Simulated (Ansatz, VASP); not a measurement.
**Zr (Zirconium) in two plane-wave programs**

One calculation is typed for both programs; each brings its own data sets. How far apart do they land? Of the first pair: The cell is taken from a series of runs on this material, whose earlier steps may have relaxed, scaled, displaced or heated it; both programs get it as it stands.

Program: Ansatz 0.2.0. Level of theory: plane waves, with VASP 6.6.1 beside it; relaxation of cell and atoms at LDA and single point at LDA. Results are calculated unless marked as measured.

### 1. Starting point

It takes space group P6_3/mmc (No. 194, hexagonal). The conventional cell has a = 3.143 Å, b = 3.143 Å, c = 5.092 Å, α = 90.00°, β = 90.00°, γ = 120.00°. Nearest to Zr lie 12 Zr at 3.13 to 3.14 Å.

### 2. Ansatz: relaxation of cell and atoms, LDA

Ansatz runs on its PAW soft_1 files.

The relaxed volume is the usual yardstick between codes: in a stiff, nearly cubic crystal its relative difference is about their pressure difference at one cell divided by the bulk modulus.

Input file input.yaml:

```yaml
crystal:
  lattice:
    - [3.1433107583, 0.0, 0.0]
    - [-1.5716553791, 2.7221869686, 0.0]
    - [0.0, 0.0, 5.0922626239]
  atoms:
    - { symbol: Zr, position: [0.3333333333, 0.6666666667, 0.25] }
    - { symbol: Zr, position: [0.6666666667, 0.3333333333, 0.75] }
kpoints:
  mp_grid: { grid: [15, 15, 8] }
hamiltonian:
  xc: lda
  pseudopotentials: { kind: paw, azcp: { folder: soft_1 }, xc_functional: pbe }
scf:
  occupations: { method: methfessel_paxton, width: 0.2 }
output:
  forces: true
  stress: true
  eigenvalues: true
relax:
  adjacent_minimum: "off"
  f_tol: 0.001
  max_steps: 60
  cell: { stress_tol: 0.01 }
```

Command:

```bash
$ ansatz run input.yaml --threads 4 --pin off --max-ram 10240MiB --backend cpu --events-out ev --progress --plain --runs-dir out
```

Numbers of over 12 decimals in the logs are rounded to 6 here.

Log:

```text
Engine: ansatz 0.2.0, aarch64-unknown-linux-gnu
Pseudopotentials: kind: paw
Pseudopotential: Zr, paw, valence charge 12, recommended cutoff 420 eV (normal), soft_1/Zr.paw.azcp
Functional definition: SPW92
  exchange = slater_x
  correlation = pw_c
Crystal: 2 atoms, lattice volume = 43.573 Å³
Basis set: ecut = 420 eV, 845 PW (Γ)
Bands: 16, of which v1, the nominal top of the filled ones, is band 12 counted from 1 (11 counted from 0)
Symmetry: 24 space group operations
Space group: P63/mmc (ITA 194), of the structure as read, at distance tolerance 3.5e-5 Å
k-points: 135 of 1800
Non-local potential: Zr, projectors of the file, l = 0: 3, l = 1: 2, l = 2: 2, l = 3: 1
PAW form: soft (Blöchl's): semilocal exchange-correlation on the pseudo side does not see the compensation charge
PAW frozen core: Zr, regenerated for the run's functional, and the local potential with it (the file was generated under x = pbe(κ = 0.804, μ = 0.219515), c = pbe(β = 0.066725))
PAW one-centre angular grid: Zr, 590 points (default); XC on 64 Gauss nodes
Initial density: superposition of atomic densities (chi_scale 0.1, normalization cell)
Initial wavefunctions: pseudopotential atomic-orbital guess
Functional: x = slater, c = lda
SCF iter   1: F=—  HF=-8155.136700 eV  |F-HF|=—  |Δ(HF+E_count)|=         —  Δρ=2.86e-2  dr2=4.32e-1  ethr=3.10e-3  ⟨swp⟩=5.0  Hψ=9067  notcnv=0
preconditioner: auto → Kerker (q_TF=auto, 2.470 Å⁻¹)  [metal: Δε(μ)=0.004 eV  Ē_g=3.424 eV  σ=0.200 eV  W_gap=0.02  n_scr=10 (ndim 8)  ℏωp=15.9 eV  f_vac=0.000  D(μ)=1.98/eV (n_scr^D=22)]
SCF iter   2: F=—  HF=-8155.020678 eV  |F-HF|=—  |Δ(HF+E_count)|=   1.16e-1  S|Δr|=    0.00e0  Δρ=1.69e-2  dr2=1.46e-1  ethr=1.80e-3  ⟨swp⟩=1.7  Hψ=3415  notcnv=0
SCF iter   3: F=—  HF=-8154.968731 eV  |F-HF|=—  |Δ(HF+E_count)|=   5.19e-2  S|Δr|=    0.00e0  Δρ=1.89e-3  dr2=1.08e-3  ethr=6.09e-4  ⟨swp⟩=3.0  Hψ=4266  notcnv=0
SCF iter   4: F=—  HF=-8154.968667 eV  |F-HF|=—  |Δ(HF+E_count)|=   6.39e-5  S|Δr|=    0.00e0  Δρ=2.88e-4  dr2=2.43e-5  ethr=4.50e-6  ⟨swp⟩=2.3  Hψ=3728  notcnv=0
SCF iter   5: F=—  HF=-8154.968666 eV  |F-HF|=—  |Δ(HF+E_count)|=   5.34e-7  S|Δr|=    0.00e0  Δρ=3.49e-5  dr2=3.38e-7  ethr=1.01e-7  ⟨swp⟩=2.4  Hψ=3498  notcnv=0
SCF iter   6: F=-8154.968666 eV  HF=-8154.968666 eV  |F-HF|=1.15e-10  |Δ(HF+E_count)|=   2.66e-8  S|Δr|=    0.00e0  Δρ=5.87e-6  dr2=9.08e-9  ethr=4.17e-10  ⟨swp⟩=4.9  Hψ=9525  notcnv=0
SCF 1 converged in 6 iterations: F = -8154.968666 eV  dr2 = 9.08e-9
  greatest PAW one-centre occupation: 0.994 electrons in one spin orbital (limit 2), on the Zr atom at site 1 (counted from 0), in its partial waves of l = 0
relax step   1: F+E_penalty+E_count = -8154.96866639 eV  Δ(F+E_penalty+E_count) = +0.000e0 eV  max|allowed force component| = 1.295e-16 eV/Å  Δτ_max = 0.0000 Å  P = -0.024 GPa  Ω = 43.573 Å³  (6 SCF iters, dr2 threshold 1.00e-7 eV, accepted)
[...]
relax step   2: F+E_penalty+E_count = -8154.96866691 eV  Δ(F+E_penalty+E_count) = -5.228e-7 eV  max|allowed force component| = 1.573e-16 eV/Å  Δτ_max = 0.0000 Å  P = +0.031 GPa  Ω = 43.549 Å³  energy of the carried Pulay correction = +1.015e-6 eV  (3 SCF iters, dr2 threshold 1.53e-9 eV, rejected (line search))
[...]
relax step   3: F+E_penalty+E_count = -8154.96866763 eV  Δ(F+E_penalty+E_count) = -1.245e-6 eV  max|allowed force component| = 6.476e-17 eV/Å  Δτ_max = 0.0000 Å  P = +0.000 GPa  Ω = 43.562 Å³  energy of the carried Pulay correction = +4.498e-7 eV  (4 SCF iters, accepted)
[...]
relax step   4: F+E_penalty+E_count = -8154.96866720 eV  Δ(F+E_penalty+E_count) = +4.324e-7 eV  max|allowed force component| = 1.480e-16 eV/Å  Δτ_max = 0.0000 Å  P = +0.000 GPa  Ω = 43.562 Å³  stress off target by 1.96e-3 GPa  SCF on the basis re-selected at this cell (its energy is not comparable with the rows above)  (4 SCF iters)
basis re-selected at this cell: Δ(F+E_penalty+E_count) = +4.324e-7 eV, ΔP = -0.000 GPa vs the last step (what re-selecting the basis moved, of the pressure what is left beyond the Pulay correction that the steps carried, after the strain that the cell walked since its last selection, with what the two solves' SCF thresholds leave and, on support functions, any second-order correction that the steps lacked; it is no m [...]
SCF converged after 4 iterations
Stability not checked: this state was not tested for a lower state beside it, because cold or Methfessel-Paxton smearing, or corrected tetrahedra, fill the levels in a way that the test cannot read (fill_not_monotonic; see scf.lower_state_search)
Free energy (F): -8154.968667 eV
Harris-Foulkes:  -8154.968667 eV  (|F-HF|=1.82e-12)
Internal energy: -8154.970321 eV  (E = F + TS)
E sigma→0 (E₀):  -8154.969081 eV
Entropy (-TS):   0.001654 eV (0.827 meV/atom)
Fermi energy:    14.826595 eV
--- Per-component energies (eV) ---
  E_band       = -171.120035
  E_kinetic    = 635.119890
  E_local      = -1154.882962  (includes V_loc(G=0)·N_el)
  E_nonlocal   = 159.212922
  E_hartree    = 375.034466
  E_xc         = -307.809905
  E_vxc        = -365.864089  (∫ρ·V_xc dr)
  E_paw        = -5717.995532  (= ΣΔE_a)
  E_vpaw       = -194.774679  (= ΣTr[D̂ρ^β])
  E_aug_tail   = -0.000048  (compensation charges beyond the density's cutoff)
  E_ewald      = -2144.389952
  E_core_change = 0.740800  (= ΣΔE_core)
  E_smearing   = 0.001654  (= −TS)
  E_closure    = 0.000000  (closes the sum)
  Σ components = -8154.968667   (vs F -8154.968667, Δ=0.00e0)
--- Forces (eV/Å), atoms counted from 1 ---
  atom   1  Zr     0.00000000     0.00000000     0.00000000
  atom   2  Zr    -0.00000000    -0.00000000    -0.00000000
  max |Σ_I F_I| component: 3.70e-17 eV/Å
--- Stress (GPa, compression-positive) ---
       -0.000871       0.000000      -0.000000
       -0.000000      -0.000871      -0.000000
       -0.000000      -0.000000       0.001962
  P = ⅓ Tr σ = 0.0001 GPa (0.001 kbar)
--- Band table (eV; the first three rows and the last of 135) ---
  k-point 0: bands = [... 8 lower, 9.0578, 11.5879, 15.6702, 15.6825, 15.6825, 16.1902, 16.3979, 16.3979]
  k-point 1: bands = [... 8 lower, 9.1964, 11.5889, 15.5685, 15.6197, 15.6197, 15.9242, 16.3003, 16.3003]
  k-point 2: bands = [... 8 lower, 9.5909, 11.5424, 15.3029, 15.3474, 15.5268, 15.5268, 16.0675, 16.0675]
  k-point 134: bands = [... 8 lower, 13.2288, 13.2288, 13.4850, 13.4850, 14.8830, 14.8830, 16.8847, 16.8847]
--- Relaxed structure (3 steps of the walk, 2 accepted, 1 SCFs on fresh bases) ---
  F+E_penalty+E_count = -8154.96866720 eV   max|allowed force component| = 1.480e-16 eV/Å   (the final SCF, on the basis selected at the relaxed cell)
  cell:  # Å, volume = 43.5625 Å³
    - [3.143023, -2.8864760091332284e-11, 0]
    - [-1.571511, 2.721938, 0]
    - [0, 0, 5.091984]
  atoms:
    - { symbol: Zr, position: [0.333333, 0.666667, 0.250000] }
    - { symbol: Zr, position: [0.666667, 0.333333, 0.750000] }
```

The column dr2 measures how far the density is from self-consistency, as an energy; F and HF (Harris–Foulkes) agree once it is small.

### 3. VASP: relaxation of cell and atoms, LDA

The same cell, functional (in two slightly different forms), mesh and smearing now go to VASP, with its own data sets.

Lines of VASP's logs that name or quote its potential files are left out, and so is its time.

Input file INCAR:

```
SYSTEM = Zr
PREC = Accurate
ENCUT = 500
EDIFF = 1E-07
NELM = 120
ISMEAR = 1
SIGMA = 0.2
LREAL = .FALSE.
ALGO = Normal
GGA = CA
NBANDS = 18
LASPH = .TRUE.
LORBIT = 11
LWAVE = .FALSE.
LCHARG = .FALSE.
ISIF = 3
IBRION = 2
NSW = 80
EDIFFG = -0.005
GGA_COMPAT = .FALSE.
NELMIN = 4
KPAR = 2
```

Input file POSCAR:

```
Zr
1.0
    3.1433110000      0.0000000000      0.0000000000
   -1.5716550000      2.7221870000      0.0000000000
    0.0000000000      0.0000000000      5.0922630000
Zr
2
Direct
    0.3333331661      0.6666665442      0.2500000491
    0.6666665158      0.3333334558      0.7499999509
```

Input file KPOINTS:

```
Automatic mesh
0
Gamma
15 15 8
0 0 0
```

The projector-augmented-wave data sets are Zr_sv (LDA family, release 64).

Command:

```bash
$ mpirun -np 2 vasp_std
```

Log:

```text
[banner, memory and clock lines left out]
running    2 mpi-ranks, on    1 nodes
 distrk:  each k-point on    1 cores,    2 groups
 distr:  one band on    1 cores,    1 groups

 POSCAR found type information on POSCAR Zr
 POSCAR found :  1 types and       2 ions
 LDA part: xc-table for (Slater(with rela. corr.)+CA(PZ))
 , standard interpolation
 POSCAR, INCAR and KPOINTS ok, starting setup
 FFT: planning ... GRIDC
 FFT: planning ... GRID_SOFT
 FFT: planning ... GRID
 WAVECAR not read
 entering main loop
       N       E                     dE             d eps       ncg     rms          rms(c)
DAV:   1     0.210027213514E+03    0.21003E+03   -0.13206E+04  4860   0.130E+03
DAV:   2    -0.357397733991E+01   -0.21360E+03   -0.21010E+03  5678   0.379E+02
DAV:   3    -0.189102013135E+02   -0.15336E+02   -0.15168E+02  8778   0.738E+01
DAV:   4    -0.192646871045E+02   -0.35449E+00   -0.35409E+00  5628   0.118E+01
DAV:   5    -0.192772218669E+02   -0.12535E-01   -0.12530E-01  7226   0.151E+00    0.163E+01
DAV:   6    -0.186938147042E+02    0.58341E+00   -0.87475E-01  5270   0.731E+00    0.668E+00
DAV:   7    -0.185802014886E+02    0.11361E+00   -0.57383E-01  7090   0.501E+00    0.108E+00
DAV:   8    -0.185831499276E+02   -0.29484E-02   -0.33217E-02  6360   0.149E+00    0.257E-01
DAV:   9    -0.185834041912E+02   -0.25426E-03   -0.11989E-03  6236   0.326E-01    0.310E-02
DAV:  10    -0.185833896150E+02    0.14576E-04   -0.38685E-05  7078   0.405E-02    0.240E-02
DAV:  11    -0.185833903886E+02   -0.77368E-06   -0.81246E-06  5354   0.334E-02    0.216E-03
DAV:  12    -0.185833903147E+02    0.73957E-07   -0.29438E-07  4766   0.376E-03
   1 F= -.18583390E+02 E0= -.18583933E+02  d E =-.185834E+02
 curvature:   0.00 expect dE= 0.000E+00 dE for cont linesearch  0.000E+00
 trial: gam= 0.00000 g(F)=  0.680E-40 g(S)=  0.146E-04 ort = 0.000E+00 (trialstep = 0.100E+01)
 search vector abs. value=  0.146E-04
 bond charge predicted
       N       E                     dE             d eps       ncg     rms          rms(c)
DAV:   1    -0.185835484783E+02   -0.15809E-03   -0.57022E-03  5456   0.717E-01    0.118E-01
DAV:   2    -0.185834145479E+02    0.13393E-03   -0.41822E-04  5674   0.181E-01    0.371E-02
DAV:   3    -0.185833870740E+02    0.27474E-04   -0.16354E-04  7208   0.912E-02    0.238E-02
DAV:   4    -0.185833908405E+02   -0.37665E-05   -0.83682E-06  6278   0.191E-02    0.917E-03
DAV:   5    -0.185833932753E+02   -0.24348E-05   -0.83277E-06  7404   0.158E-02    0.376E-03
DAV:   6    -0.185833933416E+02   -0.66319E-07   -0.24982E-07  4326   0.450E-03
   2 F= -.18583393E+02 E0= -.18583943E+02  d E =-.302694E-05
 trial-energy change:   -0.000003  1 .order   -0.000003   -0.000015    0.000009
 step:   0.6294(harm=  0.6294)  dis= 0.00000  next Energy=   -18.583395 (dE=-0.460E-05)
 bond charge predicted
       N       E                     dE             d eps       ncg     rms          rms(c)
DAV:   1    -0.185834165139E+02   -0.23239E-04   -0.78396E-04  5436   0.266E-01    0.439E-02
DAV:   2    -0.185833979696E+02    0.18544E-04   -0.57380E-05  5634   0.670E-02    0.139E-02
DAV:   3    -0.185833941213E+02    0.38484E-05   -0.22732E-05  7188   0.339E-02    0.884E-03
DAV:   4    -0.185833946357E+02   -0.51447E-06   -0.11493E-06  6104   0.710E-03    0.338E-03
DAV:   5    -0.185833949567E+02   -0.32099E-06   -0.11373E-06  7248   0.588E-03    0.136E-03
DAV:   6    -0.185833949664E+02   -0.96461E-08   -0.30992E-08  2694   0.165E-03
   3 F= -.18583395E+02 E0= -.18583942E+02  d E =-.465169E-05
 curvature:  -0.31 expect dE=-0.923E-06 dE for cont linesearch -0.807E-08
 trial: gam= 0.24263 g(F)=  0.174E-39 g(S)=  0.293E-05 ort =-0.612E-06 (trialstep = 0.926E+00)
 search vector abs. value=  0.350E-05
 reached required accuracy - stopping structural energy minimisation
```

OUTCAR, selected parts (step 3):

```text
ion  position               nearest neighbor table
   1  0.333  0.667  0.250-   2 3.13   2 3.13   2 3.13   2 3.13   2 3.13   2 3.13
   2  0.667  0.333  0.750-   1 3.13   1 3.13   1 3.13   1 3.13   1 3.13   1 3.13

  LATTYP: Found a hexagonal cell.
 ALAT       =     3.1433110000
 C/A-ratio  =     1.6200315527

 Subroutine GETGRP returns: Found 24 space group operations
 (whereof 12 operations were pure point group operations)

The static configuration has the point symmetry D_3d.
 The point group associated with its full space group is D_6h.

 Found    135 irreducible k-points:

   k-points           NKPTS =    135   k-points in BZ     NKDIM =    135   number of bands    NBANDS=     18

   dimension x,y,z NGX =    24 NGY =   24 NGZ =   40
   dimension x,y,z NGXF=    48 NGYF=   48 NGZF=   80

   ENCUT  =  500.0 eV  36.75 Ry    6.06 a.u.   5.73  5.73  9.28*2*pi/ulx,y,z

   NELECT =      24.0000    total number of electrons

 k-points in reciprocal lattice and weights: Automatic mesh
   0.00000000  0.00000000  0.00000000       0.001
   0.06666667  0.00000000  0.00000000       0.003
   0.13333333 -0.00000000  0.00000000       0.003
   0.20000000  0.00000000  0.00000000       0.003
   0.26666667 -0.00000000  0.00000000       0.003
   0.33333333  0.00000000  0.00000000       0.003
   0.40000000  0.00000000  0.00000000       0.003
   0.46666667  0.00000000  0.00000000       0.003
   0.06666667  0.06666667  0.00000000       0.003
[...]
0.33333333  0.26666667  0.50000000       0.007
   0.33333333  0.33333333  0.50000000       0.001

 average (electrostatic) potential at core
       1 -73.5308       2 -73.5308

 E-fermi :   9.5609

 k-point     1 :       0.0000    0.0000    0.0000
  band No.  band energies     occupation
    ...
      6     -16.4545      2.00000
      7     -16.4304      2.00000
      8     -16.4304      2.00000
      9       3.8099      2.00000
     10       6.3278      2.00000
     11      10.3994     -0.00000
     12      10.4151     -0.00000
     13      10.4151     -0.00000
     14      10.9310     -0.00000
     15      11.1290     -0.00000
    ...

 k-point     2 :       0.0667    0.0000    0.0000
  band No.  band energies     occupation
    ...
      6     -16.4723      2.00000
      7     -16.4610      2.00000
      8     -16.4358      2.00000
      9       3.9473      2.00000
     10       6.4569      2.00000
     11      10.0165     -0.00589
     12      10.5430     -0.00000
     13      10.6315     -0.00000
     14      10.7224     -0.00000
     15      11.0068     -0.00000
    ...

 k-point     3 :       0.1333   -0.0000    0.0000
  band No.  band energies     occupation
    ...
      7     -16.4807      2.00000
      8     -16.4521      2.00000
      9       4.3406      2.00000
     10       6.8066      2.00000
     11       9.5422      1.15780
     12       9.9279     -0.02625
     13      10.6551     -0.00000
     14      10.9213     -0.00000
     15      11.1173     -0.00000
     16      11.4349     -0.00000
    ...

  Total       -0.0076456     -0.0076456      0.0021703     -0.0000000      0.0000000      0.0000000
  in kB       -0.2809855     -0.2809854      0.0797625     -0.0000001      0.0000000      0.0000000
  external PRESSURE =      -0.1607361 kB  Pullay stress =       0.0000000 kB

  energy-cutoff  :      500.00
  volume of cell :       43.60
      direct lattice vectors                 reciprocal lattice vectors
     3.143549895  0.000000000  0.000000000     0.318111700  0.183661829 -0.000000000
    -1.571774448  2.722393889 -0.000000000    -0.000000000  0.367323775 -0.000000000
     0.000000000  0.000000000  5.094085551    -0.000000000  0.000000000  0.196306087

 POSITION                                       TOTAL-FORCE (eV/Angst)
 -----------------------------------------------------------------------------------
      0.00000      1.81493      1.27352         0.000000     -0.000000      0.000000
      1.57177      0.90746      3.82056        -0.000000      0.000000     -0.000000
 -----------------------------------------------------------------------------------
    total drift:                                0.001392     -0.000052      0.000253

  FREE ENERGIE OF THE ION-ELECTRON SYSTEM (eV)
  ---------------------------------------------------
  free  energy   TOTEN  =       -18.5833949664 eV

  energy  without entropy=      -18.5850364044  energy(sigma->0) =      -18.58394211

 reached required accuracy - stopping structural energy minimisation

 total charge
# of ion       s       p       d       tot
------------------------------------------
    1        2.248   5.958   1.722   9.929
    2        2.248   5.958   1.722   9.929
--------------------------------------------------
tot          4.497  11.916   3.444  19.857

[... 3 further parts left out ...]
```

CONTCAR:

```
Zr
   1.00000000000000
     3.1435498952647896    0.0000000000438793    0.0000000000000000
    -1.5717744475563937    2.7223938893056281   -0.0000000000000000
     0.0000000000000000    0.0000000000000000    5.0940855512624017
  Zr
     2
Direct
     0.3333331660999974    0.6666665441999982    0.2500000491000023
     0.6666665158000029    0.3333334558000018    0.7499999508999977
```

### 4. Comparison

Known differences besides the potentials themselves: the two LDA forms differ slightly; the cutoff is 420 eV in Ansatz and 500 eV in VASP; VASP's log shows a relativistic correction to its local exchange, Ansatz's none; Ansatz adds a Pulay correction to the stress that steers its cell, VASP none. Total energies have different zeros and are not compared.

Both answers:

```tsv
quantity	Ansatz	VASP	difference
volume (Å³)	43.56	43.60	-0.07 %
edge a after relaxation, in the typed setting (Å)	3.143	3.143	-0.02 %
edge c after relaxation, in the typed setting (Å)	5.092	5.094	-0.04 %
```

### 5. Ansatz: relaxation, LDA

This run makes the geometry at which the two programs are then compared.

The structure compared here is the end of the Ansatz relaxation.

input.yaml, the sections that differ from step 2:

```yaml
crystal:
  lattice:
    - [3.2373134353, 0.0, 0.0]
    - [-1.6186567177, 2.8035956749, 0.0]
    - [0.0, 0.0, 5.0057797597]
  atoms:
    - { symbol: Zr, position: [0.3333333333, 0.6666666667, 0.25] }
    - { symbol: Zr, position: [0.6666666667, 0.3333333333, 0.75] }
relax:
  adjacent_minimum: "off"
  f_tol: 0.001
  max_steps: 60
  cell: { stress_tol: 0.01, fix: [a, b, gamma] }
# kpoints, hamiltonian, scf, output: as in step 2
```

Command:

```bash
$ ansatz run input.yaml --threads 4 --pin off --max-ram 10240MiB --backend cpu --events-out ev --progress --plain --runs-dir out
```

Log:

```text
[...]
Crystal: 2 atoms, lattice volume = 45.433 Å³
Basis set: ecut = 420 eV, 905 PW (Γ)
Bands: 16, of which v1, the nominal top of the filled ones, is band 12 counted from 1 (11 counted from 0)
Symmetry: 24 space group operations
[...]
k-points: 135 of 1800
[...]
k-point 134: bands = [... 8 lower, 12.7137, 12.7137, 12.9132, 12.9132, 14.2641, 14.2641, 16.3653, 16.3653]
--- Relaxed structure (3 steps of the walk, 3 accepted, 1 SCFs on fresh bases) ---
[...]
cell:  # Å, volume = 45.0690 Å³
    - [3.237313, 2.8867427169369144e-11, 0.0]
    - [-1.618657, 2.803596, 0.0]
    - [0.0, 0.0, 4.965672]
  atoms:
    - { symbol: Zr, position: [0.333333, 0.666667, 0.25] }
    - { symbol: Zr, position: [0.666667, 0.333333, 0.75] }
[key lines of the parts left out:]
SCF converged after 5 iterations
Free energy (F): -8154.933524 eV
Fermi energy:    14.274666 eV
P = ⅓ Tr σ = -2.8788 GPa (-28.788 kbar)
```

(Continued in part 2 of 2.)

[Lines on the potential files, build, host, timing and source positions are cut from VASP's logs without a mark.]

[Logs are printed without paths, hosts, clocks, repeated set-up lines and the standing remarks that a program may print on its own settings, such as how far it seeks lower states.]

[Hosts, paths, dates, database ids (printed as entryN), source tags and the programs' standing remarks are cut or masked in the printed files.]
